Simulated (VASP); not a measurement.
The input files of a VASP run:

**KPOINTS**
```
Automatic mesh
0
Gamma
 5 5 4
0 0 0
```

INCAR:
```
! general
SYSTEM  = Se
PREC    = Accurate
ENCUT   = 400
LREAL   = .False.
LASPH   = .True.

! electronic loop
EDIFF   = 1E-5
NELM    = 100
ALGO    = Normal
LMAXMIX = 4

! smearing
ISMEAR  = 0
SIGMA   = 0.05

! functional
GGA     = PE

! ions
ISIF    = 2

! output
LWAVE   = .False.
LCHARG  = .False.
```

POSCAR:
```
Se
1
    2.2020640000    -3.7554740000     0.0000000000
    2.2020640000     3.7554740000     0.0000000000
    0.0000000000     0.0000000000     4.9328050000
Se
3
Direct
  0.0000000000   0.2250000000   0.6666670000
  0.7750000000   0.7750000000   0.0000000000
  0.2328360000   0.0078360000   0.3333330000
```

POTCAR, in this order: Se (PBE.64 set). Program: vasp_std.

Translate this PBE calculation to Ansatz.

One equivalent input (not run):
Ansatz 0.2 input:
```yaml
crystal:
  lattice:
    - [2.2020640, -3.7554740, 0.0000000]
    - [2.2020640, 3.7554740, 0.0000000]
    - [0.0000000, 0.0000000, 4.9328050]
  atoms:
    - { symbol: Se, position: [0.0000000, 0.2250000, 0.6666670] }
    - { symbol: Se, position: [0.7750000, 0.7750000, 0.0000000] }
    - { symbol: Se, position: [0.2328360, 0.0078360, 0.3333330] }
kpoints:
  mp_grid: { grid: [5, 5, 4] }
hamiltonian:
  xc: pbe
  pseudopotentials: { kind: paw }
scf:
  occupations: { method: gaussian, width: 0.05 }
  max_iter: 100
output: { forces: true, stress: true, eigenvalues: true }
```
Limits of the translation: each code has its own PAW files, so the cut-off isn't converted (ENCUT is set for VASP's; basis.ecutwfc is left out, and Ansatz then takes the one that its files recommend); Ansatz stops its SCF on the density residual and VASP on the energy change (EDIFF).

The compound is Se in the trig structure. The cell was not relaxed at this level, atoms are displaced from their ideal sites. The run is one of a series of settings (EDIFF = 1E-5 against the base run), some of them coarse on purpose.
